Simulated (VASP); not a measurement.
# ZrOs (Pm-3m) in VASP: single point with LDA

Aim: the single point of ZrOs with LDA.

Program: VASP 6.6.1. These are calculated values, not measurements. Logs are shortened: lines on timing, memory, paths and dates and some standing lists are left out, and cuts for length are marked.

### 1 The crystal as given

Symmetry: Pm-3m, No. 221, cubic system. The conventional cell has a = 3.263 Å, b = 3.263 Å, c = 3.263 Å, α = 90.00°, β = 90.00°, γ = 90.00°. Zr (site symmetry m-3m) has 8 Os at 2.83 Å as nearest neighbours. Os (site symmetry m-3m) is surrounded by 8 Zr at 2.83 Å.

### 2 Single point, LDA

INCAR reads:

```
PREC = Accurate ; ENCUT = 520
EDIFF = 1E-6 ; ISMEAR = 0
SIGMA = 0.1 ; LREAL = F
LASPH = T ; NELM = 80
ALGO = Fast ; ISIF = 2
LWAVE = F ; LCHARG = F
GGA = CA ; NBANDS = 17
```

KPOINTS reads:

```
Automatic mesh
0
Gamma
  6 6 6
```

POSCAR reads:

```
ZrOs
1.0
    3.2630000000      0.0000000000      0.0000000000
    0.0000000000      3.2630000000      0.0000000000
    0.0000000000      0.0000000000      3.2630000000
Zr Os
1 1
Direct
    0.5000000000      0.5000000000      0.5000000000
    0.0000000000      0.0000000000      0.0000000000
```

Potentials or basis: VASP PAW LDA potentials, release 64 (Zr_sv, Os).

Started as:

```console
$ cat potpaw_LDA.64/Zr_sv/POTCAR potpaw_LDA.64/Os/POTCAR > POTCAR
$ mpirun -np 1 vasp_std > vasp.out
```

OUTCAR:

```text
PREC = Accurate
   ENCUT = 520
   EDIFF = 1E-6
   ISMEAR = 0
   LREAL = F
   LASPH = T
   NELM = 80
   ISIF = 2
   GGA = CA

 ion  position               nearest neighbor table
   1  0.500  0.500  0.500-   2 2.83   2 2.83   2 2.83   2 2.83   2 2.83   2 2.83   2 2.83   2 2.83

   2  0.000  0.000  0.000-   1 2.83   1 2.83   1 2.83   1 2.83   1 2.83   1 2.83   1 2.83   1 2.83

  LATTYP: Found a simple cubic cell.
 ALAT       =     3.2630000000

  Lattice vectors:

 A1 = (   3.2630000000,   0.0000000000,   0.0000000000)
 A2 = (   0.0000000000,   3.2630000000,   0.0000000000)
 A3 = (   0.0000000000,   0.0000000000,   3.2630000000)

Analysis of symmetry for initial positions (statically):
=====================================================================
 Subroutine PRICEL returns:
 Original cell was already a primitive cell.

 Routine SETGRP: Setting up the symmetry group for a
 simple cubic supercell.

 Subroutine GETGRP returns: Found 48 space group operations
 (whereof 48 operations were pure point group operations)
 out of a pool of 48 trial point group operations.

The static configuration has the point symmetry O_h .

Analysis of symmetry for dynamics (positions and initial velocities):
=====================================================================
 Subroutine PRICEL returns:
 Original cell was already a primitive cell.

 Routine SETGRP: Setting up the symmetry group for a
 simple cubic supercell.

 Subroutine GETGRP returns: Found 48 space group operations
 (whereof 48 operations were pure point group operations)
 out of a pool of 48 trial point group operations.

The dynamic configuration has the point symmetry O_h .

 Subroutine INISYM returns: Found 48 space group operations
 (whereof 48 operations are pure point group operations),
 and found     1 'primitive' translations

----------------------------------------------------------------------------------------

                                     Primitive cell

  volume of cell :      34.7417

  direct lattice vectors                    reciprocal lattice vectors
     3.263000000  0.000000000  0.000000000     0.306466442  0.000000000  0.000000000
     0.000000000  3.263000000  0.000000000     0.000000000  0.306466442  0.000000000
     0.000000000  0.000000000  3.263000000     0.000000000  0.000000000  0.306466442

  length of vectors
     3.263000000  3.263000000  3.263000000     0.306466442  0.306466442  0.306466442

  position of ions in fractional coordinates (direct lattice)
     0.500000000  0.500000000  0.500000000
     0.000000000  0.000000000  0.000000000

  ion indices of the primitive-cell ions
   primitive index   ion index
                 1           1
                 2           2

----------------------------------------------------------------------------------------

 KPOINTS: Automatic mesh

Automatic generation of k-mesh.
 Grid dimensions read from file:
 generate k-points for:    6    6    6

 Generating k-lattice:

  Cartesian coordinates                     Fractional coordinates (reciprocal lattice)
     0.051077740  0.000000000  0.000000000     0.166666667  0.000000000  0.000000000
     0.000000000  0.051077740  0.000000000     0.000000000  0.166666667  0.000000000
     0.000000000  0.000000000  0.051077740     0.000000000  0.000000000  0.166666667

  Length of vectors
     0.051077740  0.051077740  0.051077740

  Shift w.r.t. Gamma in fractional coordinates (k-lattice)
     0.000000000  0.000000000  0.000000000

 Subroutine IBZKPT returns following result:
 ===========================================

 Found     20 irreducible k-points:

 Following reciprocal coordinates:
            Coordinates               Weight
  0.000000  0.000000  0.000000      1.000000
  0.166667  0.000000  0.000000      6.000000
  0.333333  0.000000  0.000000      6.000000
  0.500000  0.000000  0.000000      3.000000
  0.166667  0.166667  0.000000     12.000000
  0.333333  0.166667  0.000000     24.000000
[... 12 lines left out ...]
  0.500000  0.500000  0.333333      6.000000
  0.500000  0.500000  0.500000      1.000000
   k-points           NKPTS =     20   k-points in BZ     NKDIM =     20   number of bands    NBANDS=     17
   number of dos      NEDOS =    301   number of ions     NIONS =      2
   total plane-waves  NPLWV =  13824
   dimension x,y,z NGX =    24 NGY =   24 NGZ =   24
   dimension x,y,z NGXF=    48 NGYF=   48 NGZF=   48
   ions per type =               1   1
   NGX,Y,Z   is equivalent  to a cutoff of  12.23, 12.23, 12.23 a.u.
   NGXF,Y,Z  is equivalent  to a cutoff of  24.46, 24.46, 24.46 a.u.
 SYSTEM =  unknown system
   PREC   = accura    normal or accurate (medium, high low for compatibility)
   ISTART =      0    job   : 0-new  1-cont  2-samecut
   ICHARG =      2    charge: 1-file 2-atom 10-const
   ISPIN  =      1    spin polarized calculation?
   LNONCOLLINEAR =      F non collinear calculations
   LSORBIT =      F    spin-orbit coupling
   LASPH  =      T    aspherical Exc in radial PAW
   ENCUT  =  520.0 eV  38.22 Ry    6.18 a.u.   6.07  6.07  6.07*2*pi/ulx,y,z
   NELM   =     80;   NELMIN=  2; NELMDL= -5     # of ELM steps
   EDIFF  = 0.1E-05   stopping-criterion for ELM
   LREAL  =      F    real-space projection
   EDIFFG = 0.1E-04   stopping-criterion for IOM
   NSW    =      0    number of steps for IOM
   IBRION =     -1    ionic relax: 0-MD 1-quasi-New 2-CG
   NFREE  =      0    steps in history (QN), initial steepest desc. (CG)
   ISIF   =      2    stress and relaxation
   ISYM   =      2    0-nonsym 1-usesym 2-fastsym
   POTIM  = 0.5000    time-step for ionic-motion
   TEBEG  =    0.0;   TEEND  =   0.0 temperature during run
   PSTRESS=    0.0 pullay stress
   NELECT =      20.0000    total number of electrons
   NUPDOWN=      -1.0000    fix difference up-down
   EMIN   =  10.00;   EMAX   =-10.00  energy-range for DOS
   EFERMI =   0.00;   METHOD = LEGACY
   ISMEAR =     0;   SIGMA  =   0.10  broadening in eV -4-tet -1-fermi 0-gaus
   EFERMI_NEDOS =   21; number of points for ismear=-14 and -15
   IALGO  =     68    algorithm
   IMIX   =      4    mixing-type and parameters
     AMIX     =   0.40;   BMIX     =  1.00
     AMIX_MAG =   1.60;   BMIX_MAG =  1.00
  volume/ion in A,a.u.               =      17.37       117.22
  Fermi-wavevector in a.u.,A,eV,Ry     =   1.361866  2.573554 25.234445  1.854679
  Thomas-Fermi vector in A             =   2.488405
   LORBIT       =      0    0 simple, 1 ext, 2 COOP (PROOUT), +10 PAW based schemes
   GGA     = CA    functional components
   LHFCALC =     F    Hartree Fock is set to
   AEXX    =    0.0000 exact exchange contribution
   IVDW    =     0    specifies the selected vdW correction
   LEPSILON=     F    determine dielectric tensor
   LRPA    =     F    only Hartree local field effects (RPA)
 non-spin polarized calculation
 RMM-DIIS sequential band-by-band and
 Gauss-broadening in eV      SIGMA  =   0.10
  energy-cutoff  :      520.00
  volume of cell :       34.74
 maximum number of plane-waves:       968
   NGX = 13   NGY = 13   NGZ = 13

 number of electron      20.0000000 magnetization

 Free energy of the ion-electron system (eV)
  ---------------------------------------------------
  ext. energy  EPLUGINS =         0.00000000
  ---------------------------------------------------
  free energy    TOTEN  =       -22.97556271 eV

  energy without entropy =      -22.96984688  energy(sigma->0) =      -22.97270480

 E-fermi :   9.8949     XC(G=0): -12.8324

 val. band max:        9.8824121425   @ k =   0.5000   0.1667   0.0000
 cond. band min:       9.9571905255   @ k =   0.5000   0.5000   0.1667
 fundamental gap:      0.0747783830
 Fermi energy:         9.8949381971

 k-point     1 :       0.0000    0.0000    0.0000
  band No.  band energies     occupation
      1     -38.7541      2.00000
      2     -16.7634      2.00000
      3     -16.7634      2.00000
      4     -16.7634      2.00000
      5       1.7553      2.00000
      6       4.4685      2.00000
[... 9 lines left out ...]
     16      17.8041      0.00000
     17      17.8041      0.00000

 k-point     2 :       0.1667    0.0000    0.0000
  band No.  band energies     occupation
      1     -38.7423      2.00000
      2     -16.9007      2.00000
      3     -16.7584      2.00000
      4     -16.7584      2.00000
      5       2.3504      2.00000
      6       4.7452      2.00000
[... 9 lines left out ...]
     16      16.2589      0.00000
     17      20.1204      0.00000

 k-point     3 :       0.3333    0.0000    0.0000
  band No.  band energies     occupation
      1     -38.7185      2.00000
      2     -17.1653      2.00000
      3     -16.7484      2.00000
      4     -16.7484      2.00000
      5       3.8613      2.00000
      6       5.4935      2.00000
[... 9 lines left out ...]
     16      14.9295      0.00000
     17      23.8223      0.00000

 k-point     4 :       0.5000    0.0000    0.0000
  band No.  band energies     occupation
      1     -38.7066      2.00000
      2     -17.2931      2.00000
      3     -16.7433      2.00000
      4     -16.7433      2.00000
      5       5.0491      2.00000
      6       6.1179      2.00000
[... 9 lines left out ...]
     16      15.3614      0.00000
     17      23.1765      0.00000
[... 263 lines left out ...]
      1     -38.6508      2.00000
      2     -17.1768      2.00000
      3     -17.0623      2.00000
      4     -17.0462      2.00000
      5       5.8041      2.00000
      6       5.9492      2.00000
[... 9 lines left out ...]
     16      17.8893      0.00000
     17      18.1968      0.00000

 k-point    19 :       0.5000    0.5000    0.3333
  band No.  band energies     occupation
      1     -38.6409      2.00000
      2     -17.1676      2.00000
      3     -17.1676      2.00000
      4     -17.0490      2.00000
      5       6.1790      2.00000
      6       6.2524      2.00000
[... 9 lines left out ...]
     16      18.8511      0.00000
     17      18.8527      0.00000

 k-point    20 :       0.5000    0.5000    0.5000
  band No.  band energies     occupation
      1     -38.6308      2.00000
      2     -17.1652      2.00000
      3     -17.1652      2.00000
      4     -17.1652      2.00000
      5       6.7856      2.00000
      6       6.7856      2.00000
[... 9 lines left out ...]
     16      20.5114      0.00000
     17      20.5115      0.00000

------------------------ aborting loop because EDIFF is reached ----------------------------------------

  FORCE on cell =-STRESS in cart. coord.  units (eV):
  Direction    XX          YY          ZZ          XY          YZ          ZX
  --------------------------------------------------------------------------------------
  -------------------------------------------------------------------------------------
  Total       -1.5452885     -1.5452885     -1.5452885      0.0000000      0.0000000     -0.0000000
  in kB      -71.2637933    -71.2637933    -71.2637933      0.0000000      0.0000000     -0.0000000
  external PRESSURE =     -71.2637933 kB  Pullay stress =       0.0000000 kB

 VOLUME and BASIS-vectors are now :
 -----------------------------------------------------------------------------
  energy-cutoff  :      520.00
  volume of cell :       34.74
      direct lattice vectors                 reciprocal lattice vectors
     3.263000000  0.000000000  0.000000000     0.306466442  0.000000000  0.000000000
     0.000000000  3.263000000  0.000000000     0.000000000  0.306466442  0.000000000
     0.000000000  0.000000000  3.263000000     0.000000000  0.000000000  0.306466442

 POSITION                                       TOTAL-FORCE (eV/Angst)
 -----------------------------------------------------------------------------------
      1.63150      1.63150      1.63150         0.000000      0.000000      0.000000
      0.00000      0.00000      0.00000         0.000000      0.000000      0.000000
 -----------------------------------------------------------------------------------
    total drift:                                0.000000     -0.000000     -0.000000

  FREE ENERGIE OF THE ION-ELECTRON SYSTEM (eV)
  ---------------------------------------------------
  free  energy   TOTEN  =       -22.9755627131 eV

  energy  without entropy=      -22.9698468842  energy(sigma->0) =      -22.97270480
```

Run time: 5.5 s. Hardware: 1 thread of Intel Xeon 6975P-C (Granite Rapids), shared host; peak memory 0.13 GiB.

What came out:

| Quantity | Value |
| --- | --- |
| Free energy | -22.9756 eV |
| Pressure | -7.1 GPa |
| Band gap on the k mesh | none (metal or under the smearing width) |

The run has no spin-orbit coupling, so splittings on Os are missing.
